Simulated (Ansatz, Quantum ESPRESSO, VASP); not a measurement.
# Fitting the PBE energy curve of ErH

The structure is cubic, space group Fm-3m (No. 225). The conventional cell has a = 4.872 Å, b = 4.872 Å, c = 4.872 Å, α = 90.00°, β = 90.00°, γ = 90.00°. Er (site symmetry m-3m) has 6 H at 2.44 Å as nearest neighbours. Around H (site symmetry m-3m) lie 6 Er at 2.44 Å.

The cell comes from a database or a generator and needn't be the stable form of this composition.

The cell was scaled at fixed shape and fractions and run with Ansatz, Ansatz PAW, cutoff 420 eV; PBE, k mesh 9 × 9 × 9 on the cell of 2 atoms, fermi-dirac occupations of 0.05 eV, collinear spin, ferromagnetic start, no spin-orbit coupling. Energies are those that the program minimises, any entropy of the smearing included. For a metal such a mesh isn't converged to the digits shown. The magnetic state is the one that the start led to, which needn't be the lowest. Plain semilocal runs treat an open f shell poorly.

| V (Å³/atom) | energy over the lowest row (meV/atom) |
| --- | --- |
| 13.5856 | 21.870 |
| 13.8747 | 12.941 |
| 14.1637 | 6.517 |
| 14.4528 | 2.356 |
| 14.7418 | ? |
| 15.0309 | 0.000 |
| 15.3200 | 1.430 |

Fit the third-order Birch-Murnaghan form, give V0, B0 and B′, and predict the energy left open.

With y = (V0/V)^(2/3), E = E0 + (9 V0 B0/16) [(y - 1)³ B′ + (y - 1)² (6 - 4y)]. Least squares through the rows shown give V0 = 14.9265 Å³/atom, E0 = -0.114 meV, B0 = 49.86 GPa (1 eV/Å³ = 160.218 GPa) and B′ = 4.09, with a largest miss of 0.003 meV. At V = 14.7418 the form with these constants gives 0.249 meV; the run gave 0.257 meV an atom. Other set-ups at this level, from all their volumes (Å³/atom, GPa): Quantum ESPRESSO, SSSP 1.3 efficiency PBE: V0 14.794, B0 50.44; VASP, PBE PAW files Er, H, 520 eV: V0 14.995, B0 47.72.
